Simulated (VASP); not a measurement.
An input for Quantum ESPRESSO's pw.x (written as the equivalent of a VASP run, and not itself run):

```
&CONTROL
  calculation = 'vc-relax'
  pseudo_dir = './pseudo'
  outdir = './out'
  tprnfor = .true.
  tstress = .true.
  nstep = 40
  forc_conv_thr = 0.00078
/
&SYSTEM
  ibrav = 0
  nat = 3
  ntyp = 2
  ecutwfc = 102
  occupations = 'smearing'
  smearing = 'gaussian'
  degauss = 0.003675
  input_dft = 'pz'
/
&ELECTRONS
  conv_thr = 7.3e-08
  electron_maxstep = 100
/
&IONS
/
&CELL
  press = 300
/
ATOMIC_SPECIES
  Cd 112.414 Cd.upf
  I 126.904 I.upf
CELL_PARAMETERS angstrom
     1.8614948   -3.2242058    0.0000000
     1.8614948    3.2242058    0.0000000
     0.0000000    0.0000000    6.0485755
ATOMIC_POSITIONS crystal
  Cd   0.0000000  0.0000000  0.0000000
  I    0.3333330  0.6666670  0.2884478
  I    0.6666670  0.3333330  0.7115522
K_POINTS automatic
  7 7 4 0 0 0
```

Problem. Write the VASP files for the same calculation (LDA).

Solution. One answer among several that fit: 
**POSCAR**
```
CdI2
1.0
  1.8614947820  -3.2242058452   0.0000000000
  1.8614947820   3.2242058452   0.0000000000
  0.0000000000   0.0000000000   6.0485755433
Cd I
1 2
Direct
  0.0000000000   0.0000000000   0.0000000000
  0.3333330000   0.6666670000   0.2884477584
  0.6666670000   0.3333330000   0.7115522416
```

KPOINTS:
```
Automatic mesh
0
Gamma
7 7 4
0 0 0
```

### INCAR
```
! general
SYSTEM  = CdI2
PREC    = Accurate
ENCUT   = 500   ! plane-wave cut-off (eV)
LREAL   = .FALSE.
LASPH   = .TRUE.   ! aspherical one-centre terms

! electronic loop
EDIFF   = 1E-6
NELM    = 100   ! most electronic steps
ALGO    = Normal
LMAXMIX = 4

! smearing
ISMEAR  = 0   ! Gaussian
SIGMA   = 0.05   ! width (eV)

! ions
IBRION  = 2
NSW     = 40
ISIF    = 3
EDIFFG  = -0.02
PSTRESS = 300

! output
LWAVE   = .FALSE.
LCHARG  = .FALSE.
```

POTCAR, in this order: Cd I (LDA.64 set). Program: vasp_std.

Limits of the translation: the potentials are each code's own (VASP's PAW set, PseudoDojo norm-conserving files in pw.x), so ENCUT and ecutwfc are chosen apart and not converted; conv_thr bounds pw.x's estimated SCF error, while EDIFF bounds the energy change between steps; forc_conv_thr acts on force components and is met together with etot_conv_thr.

The compound is CdI2 in the 1T layered structure. This run relaxes it under an external pressure of 30 GPa. Symmetry was kept, so distortions that lower it aren't found.
